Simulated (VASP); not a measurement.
An input for Ansatz (written as the equivalent of a VASP run, and not itself run):

Ansatz 0.2 input:
```yaml
crystal:
  lattice:
    - [0.0000000, 2.2329223, 2.2329223]
    - [2.2329223, 0.0000000, 2.2329223]
    - [2.2329223, 2.2329223, 0.0000000]
  atoms:
    - { symbol: Li, position: [0.0000000, 0.0000000, 0.0000000] }
    - { symbol: Cl, position: [0.5000000, 0.5000000, 0.5000000] }
kpoints:
  mp_grid: { grid: [10, 10, 10] }
hamiltonian:
  xc: pbesol
  pseudopotentials: { kind: paw }
scf:
  occupations: { method: gaussian, width: 0.05 }
  max_iter: 100
relax:
  max_steps: 40
  f_tol: 0.02
  cell: { p_target: 45 }
output: { forces: true, stress: true, eigenvalues: true }
```

Task: Translate this input to VASP (INCAR, KPOINTS, POSCAR, choice of POTCAR).

Result: Several could match; the one computed here: 
KPOINTS:
```
Automatic mesh
0
Gamma
10 10 10
0 0 0
```

POSCAR:
```
LiCl
1.0
  0.0000000000   2.2329223221   2.2329223221
  2.2329223221   0.0000000000   2.2329223221
  2.2329223221   2.2329223221   0.0000000000
Li Cl
1 1
direct
  0.0000000000   0.0000000000   0.0000000000
  0.5000000000   0.5000000000   0.5000000000
```

INCAR:
```
SYSTEM = LiCl
PREC = Accurate
ENCUT = 620
EDIFF = 1E-6
NELM = 100
ALGO = Normal
LREAL = .FALSE.
LASPH = .TRUE.
ISMEAR = 0
SIGMA = 0.05
GGA = PS
LWAVE = .FALSE.
LCHARG = .FALSE.
IBRION = 2
ISIF = 3
NSW = 40
EDIFFG = -0.02
PSTRESS = 450
```

POTCAR, in this order: Li_sv Cl (PBE.64 set). Program: vasp_std.

The two are equivalent in intent, not identical: each code has its own PAW files, so the cut-off isn't converted (ENCUT is set for VASP's; basis.ecutwfc is left out, and Ansatz then takes the one that its files recommend); Ansatz stops its SCF on the density residual and VASP on the energy change (EDIFF).

The compound is LiCl in the rock salt structure. This run relaxes it under an external pressure of 45 GPa. Symmetry was kept, so distortions that lower it aren't found.
